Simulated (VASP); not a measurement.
Consider the following.

```xyz
3
Lattice="0.0000 3.3072 3.3072 3.3072 0.0000 3.3072 3.3072 3.3072 0.0000" Properties=species:S:1:pos:R:3 pbc="T T T"
Na     1.6536     1.6536     1.6536
Na     4.9608     4.9608     4.9608
S      3.3072     3.3072     0.0000
```

These are PBE GGA, VASP's PBE PAW potentials (set 64) (plane waves; VASP) values and carry that method's errors. Numerical set-up: 480 eV cut-off, 6×6×6 Γ-centred mesh, Gaussian smearing of 0.050 eV, potentials Na_pv S.

Question: What does the run give for the energy per atom (σ→0), band gap (on the k-mesh) with the smallest direct gap where there is one?

Answer: 
band gap (on the k-mesh): 2.38 eV
smallest direct gap (on the k-mesh): 2.38 eV
energy per atom (σ→0): -3.325 eV/atom

The compound is Na2S in the antifluorite structure. This cell was strained or had an atom moved on purpose.
